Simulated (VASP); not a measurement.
# TiSn (P-6m2) in VASP: relaxation of cell and atoms with PBE

Aim: the relaxation of cell and atoms of TiSn with PBE.

Everything below comes from runs of VASP 6.6.1. Logs are shortened: lines on timing, memory, paths and dates and some standing lists are left out, and cuts for length are marked.

## Step 1: Starting point

Symmetry: P-6m2, No. 187, hexagonal system. The conventional cell has a = 3.027 Å, b = 3.027 Å, c = 4.816 Å, α = 90.00°, β = 90.00°, γ = 120.00°. Ti (site symmetry -6m2) has 6 Sn at 2.98 Å and 6 Ti at 3.03 Å as nearest neighbours. Around Sn (site symmetry -6m2) lie 6 Ti at 2.98 Å and 6 Sn at 3.03 Å.

The cell was built by a generator and needn't be a form met in nature.

## Step 2: Relaxation of cell and atoms, PBE

INCAR

```
SYSTEM = TiSn
  PREC = Normal
  ENCUT = 520
  EDIFF = 1E-4
  ISMEAR = 0
  SIGMA = 0.15
  LREAL = .FALSE.
  LASPH = .TRUE.
  NELM = 60
  ALGO = Fast
  ISIF = 3
  LWAVE = .FALSE.
  LCHARG = .FALSE.
  GGA = PE
  IBRION = 2
  NSW = 24
  EDIFFG = -0.08
```

KPOINTS

```
regular mesh
0
G
  8 8 4
  0 0 0
```

POSCAR

```
TiSn
1.0
    3.0268991400      0.0000000000      0.0000000000
   -1.5134495700      2.6213715500      0.0000000000
    0.0000000000      0.0000000000      4.8161701600
Ti Sn
1 1
Direct
    0.6666666700      0.3333333300      0.0000000000
    0.0000000000      0.0000000000      0.5000000000
```

Potentials or basis: VASP PAW PBE potentials, release 64 (Ti_sv, Sn_d).

Run with:

```bash
$ cat potpaw_PBE.64/Ti_sv/POTCAR potpaw_PBE.64/Sn_d/POTCAR > POTCAR
$ mpirun -np 1 vasp_std > vasp.out
```

OUTCAR:

```text
SYSTEM = TiSn
   PREC = Normal
   ENCUT = 520
   EDIFF = 1E-4
   ISMEAR = 0
   LREAL = .FALSE.
   LASPH = .TRUE.
   NELM = 60
   ISIF = 3
   GGA = PE
   IBRION = 2
   NSW = 24
   EDIFFG = -0.08

 ion  position               nearest neighbor table
   1  0.667  0.333  0.000-   2 2.98   2 2.98   2 2.98   2 2.98   2 2.98   2 2.98
   2  0.000  0.000  0.500-   1 2.98   1 2.98   1 2.98   1 2.98   1 2.98   1 2.98

  LATTYP: Found a hexagonal cell.
 ALAT       =     3.0268991400
 C/A-ratio  =     1.5911234360

  Lattice vectors:

 A1 = (   3.0268991400,   0.0000000000,   0.0000000000)
 A2 = (  -1.5134495700,   2.6213715500,   0.0000000000)
 A3 = (   0.0000000000,   0.0000000000,   4.8161701600)

Analysis of symmetry for initial positions (statically):
=====================================================================
 Subroutine PRICEL returns:
 Original cell was already a primitive cell.

 Routine SETGRP: Setting up the symmetry group for a
 hexagonal supercell.

 Subroutine GETGRP returns: Found 12 space group operations
 (whereof 12 operations were pure point group operations)
 out of a pool of 24 trial point group operations.

The static configuration has the point symmetry D_3h.

Analysis of symmetry for dynamics (positions and initial velocities):
=====================================================================
 Subroutine PRICEL returns:
 Original cell was already a primitive cell.

 Routine SETGRP: Setting up the symmetry group for a
 hexagonal supercell.

 Subroutine GETGRP returns: Found 12 space group operations
 (whereof 12 operations were pure point group operations)
 out of a pool of 24 trial point group operations.

The dynamic configuration has the point symmetry D_3h.

 Subroutine INISYM returns: Found 12 space group operations
 (whereof 12 operations are pure point group operations),
 and found     1 'primitive' translations

----------------------------------------------------------------------------------------

                                     Primitive cell

  volume of cell :      38.2145

  direct lattice vectors                    reciprocal lattice vectors
     3.026899140  0.000000000  0.000000000     0.330371101  0.190739844  0.000000000
    -1.513449570  2.621371550  0.000000000     0.000000000  0.381479688  0.000000000
     0.000000000  0.000000000  4.816170160     0.000000000  0.000000000  0.207633860

  length of vectors
     3.026899140  3.026899140  4.816170160     0.381479688  0.381479688  0.207633860

  position of ions in fractional coordinates (direct lattice)
     0.666666670  0.333333330  0.000000000
     0.000000000  0.000000000  0.500000000

  ion indices of the primitive-cell ions
   primitive index   ion index
                 1           1
                 2           2

[... 74 lines left out ...]
   NSW    =     24    number of steps for IOM
   IBRION =      2    ionic relax: 0-MD 1-quasi-New 2-CG
   NFREE  =      1    steps in history (QN), initial steepest desc. (CG)
   ISIF   =      3    stress and relaxation
   ISYM   =      2    0-nonsym 1-usesym 2-fastsym
   POTIM  = 0.5000    time-step for ionic-motion
   TEBEG  =    0.0;   TEEND  =   0.0 temperature during run
   PSTRESS=    0.0 pullay stress
   NELECT =      26.0000    total number of electrons
   NUPDOWN=      -1.0000    fix difference up-down
   EMIN   =  10.00;   EMAX   =-10.00  energy-range for DOS
   EFERMI =   0.00;   METHOD = LEGACY
   ISMEAR =     0;   SIGMA  =   0.15  broadening in eV -4-tet -1-fermi 0-gaus
   EFERMI_NEDOS =   21; number of points for ismear=-14 and -15
   IALGO  =     68    algorithm
   IMIX   =      4    mixing-type and parameters
     AMIX     =   0.40;   BMIX     =  1.00
     AMIX_MAG =   1.60;   BMIX_MAG =  1.00
  volume/ion in A,a.u.               =      19.11       128.94
  Fermi-wavevector in a.u.,A,eV,Ry     =   1.439870  2.720959 28.207931  2.073224
  Thomas-Fermi vector in A             =   2.558677
   LORBIT       =      0    0 simple, 1 ext, 2 COOP (PROOUT), +10 PAW based schemes
   GGA     = PE    functional components
   LHFCALC =     F    Hartree Fock is set to
   AEXX    =    0.0000 exact exchange contribution
   IVDW    =     0    specifies the selected vdW correction
   LEPSILON=     F    determine dielectric tensor
   LRPA    =     F    only Hartree local field effects (RPA)
 conjugate gradient relaxation of ions
 non-spin polarized calculation
 RMM-DIIS sequential band-by-band and
 Gauss-broadening in eV      SIGMA  =   0.15
  energy-cutoff  :      520.00
  volume of cell :       38.21
 maximum number of plane-waves:      1085
   NGX = 11   NGY = 11   NGZ = 17

--------------------------------------- Ionic step        1  -------------------------------------------

 number of electron      25.9999987 magnetization

 Free energy of the ion-electron system (eV)
  ---------------------------------------------------
  ext. energy  EPLUGINS =         0.00000000
  ---------------------------------------------------
  free energy    TOTEN  =       -11.99898558 eV

  energy without entropy =      -11.98542134  energy(sigma->0) =      -11.99220346

 E-fermi :  10.2738     XC(G=0): -11.5976

 val. band max:       10.2583591311   @ k =   0.1250   0.1250   0.2500
 cond. band min:      10.3805667463   @ k =   0.1250   0.1250   0.5000
 fundamental gap:      0.1222076152
 Fermi energy:        10.2737856679

 k-point     1 :       0.0000    0.0000    0.0000
  band No.  band energies     occupation
      1     -46.7816      2.00000
      2     -23.2241      2.00000
      3     -22.7674      2.00000
      4     -22.7674      2.00000
      5     -11.5038      2.00000
      6     -11.5038      2.00000
[... 572 lines left out ...]
  FREE ENERGIE OF THE ION-ELECTRON SYSTEM (eV)
  ---------------------------------------------------
  free  energy   TOTEN  =       -12.0946186180 eV

  energy  without entropy=      -12.0766295667  energy(sigma->0) =      -12.08562409

[... ionic steps 4 to 8 ...]

--------------------------------------- Ionic step        9  -------------------------------------------

 number of electron      26.0000001 magnetization

------------------------ aborting loop because EDIFF is reached ----------------------------------------
[... 67 lines left out ...]
--------------------------------------- Ionic step       11  -------------------------------------------

 number of electron      26.0000008 magnetization

 Free energy of the ion-electron system (eV)
  ---------------------------------------------------
  ext. energy  EPLUGINS =         0.00000000
  ---------------------------------------------------
  free energy    TOTEN  =       -12.10961257 eV

  energy without entropy =      -12.09024817  energy(sigma->0) =      -12.09993037

 E-fermi :   9.5283     XC(G=0): -11.3814

 val. band max:        9.5223600708   @ k =   0.1250   0.1250   0.5000
 cond. band min:       9.6758892926   @ k =   0.3750   0.2500   0.0000
 fundamental gap:      0.1535292218
 Fermi energy:         9.5282553281

 k-point     1 :       0.0000    0.0000    0.0000
  band No.  band energies     occupation
      1     -47.4832      2.00000
      2     -23.8764      2.00000
      3     -23.5544      2.00000
      4     -23.5544      2.00000
      5     -11.9301      2.00000
      6     -11.9301      2.00000
[... 500 lines left out ...]
  FREE ENERGIE OF THE ION-ELECTRON SYSTEM (eV)
  ---------------------------------------------------
  free  energy   TOTEN  =       -12.1096125660 eV

  energy  without entropy=      -12.0902481678  energy(sigma->0) =      -12.09993037

 reached required accuracy - stopping structural energy minimisation
```

OSZICAR:

```text
N       E                     dE             d eps       ncg     rms          rms(c)
DAV:   1     0.220673431219E+03    0.22067E+03   -0.14601E+04  1020   0.233E+03
DAV:   2     0.934038788493E+01   -0.21133E+03   -0.20930E+03  1037   0.481E+02
DAV:   3    -0.121410835535E+02   -0.21481E+02   -0.21347E+02  1759   0.141E+02
DAV:   4    -0.132483203907E+02   -0.11072E+01   -0.11015E+01  1200   0.253E+01
[... 136 lines left out ...]
       N       E                     dE             d eps       ncg     rms          rms(c)
DAV:   1    -0.121113555558E+02   -0.19223E-02   -0.55656E-02  1099   0.362E+00    0.283E-01
RMM:   2    -0.121099553342E+02    0.14002E-02   -0.41904E-03  1158   0.851E-01    0.119E-01
RMM:   3    -0.121096340182E+02    0.32132E-03   -0.11869E-03  1091   0.373E-01    0.541E-02
RMM:   4    -0.121096125660E+02    0.21452E-04   -0.74427E-04   933   0.230E-01
  11 F= -.12109613E+02 E0= -.12099930E+02  d E =-.149493E-01
```

Wall time 53 s (1 thread of Intel Xeon 6975P-C (Granite Rapids), shared host); peak memory 0.14 GiB.

Results:

```yaml
Free_energy: -12.1096 eV
Relaxed_volume: 19.95 Å³/atom
Relaxed_cell: a = 3.156 Å, b = 3.156 Å, c = 4.625 Å, α = 90.00°, β = 90.00°, γ = 120.00°
Space_group_after_relaxing_to_0.05_Å: P-6m2 (No. 187)
Energy_gained_by_relaxing: 55.3 meV/atom
Ionic_steps: 11
Pressure_after_relaxing: 0.2 GPa
Band_gap_on_the_k_mesh: none (metal or under the smearing width)
```

The path:
| step | energy change (eV) | largest force (eV/Å) | pressure (GPa) | volume (Å³) |
| --- | --- | --- | --- | --- |
| 1 | 0.0000 | 0.0000 | 5.31 | 38.21 |
| 2 | -0.0891 | 0.0000 | -2.97 | 41.75 |
| 3 | -0.0956 | 0.0000 | -2.41 | 40.98 |
| 4 | -0.0958 | 0.0000 | -2.46 | 40.88 |
| 5 | -0.0724 | 0.0000 | 1.04 | 39.54 |
| 6 | -0.0952 | 0.0000 | -1.01 | 40.76 |
| 7 | -0.0957 | 0.0000 | -1.07 | 40.82 |
| 8 | -0.1103 | 0.0000 | -0.31 | 39.98 |
| 9 | -0.1097 | 0.0000 | 0.99 | 39.68 |
| 10 | -0.1105 | 0.0000 | 1.16 | 39.82 |
| 11 | -0.1106 | 0.0000 | 0.17 | 39.90 |

Final structure:
```
CELL_PARAMETERS angstrom
3.15620 0.00000 0.00000
-1.57810 2.73335 0.00000
0.00000 0.00000 4.62518
ATOMIC_POSITIONS crystal
Ti 0.66667 0.33333 0.00000
Sn 0.00000 0.00000 0.50000
```

Levels at points of the mesh, in eV from the Fermi level:
```
           k point  band 9  band 10  band 11  band 12  band 13  band 14  band 15  band 16  band 17
(0.00, 0.00, 0.00)  -21.21   -11.07    -2.69    -2.11     0.72     0.72     1.67     1.67     3.46
(0.50, 0.00, 0.00)  -21.16    -6.34    -5.06    -2.01    -0.90     1.29     2.70     2.83     3.60
(0.00, 0.00, 0.50)  -21.21   -10.39    -5.88    -0.46     0.84     0.84     1.53     1.53     8.21
(0.50, 0.00, 0.50)  -21.16    -6.26    -4.44    -2.35    -0.56     0.50     0.61     2.05     2.72
```

Caveat: the relaxation stopped at a loose force limit of 0.08 eV/Å, so its end isn't a converged minimum.
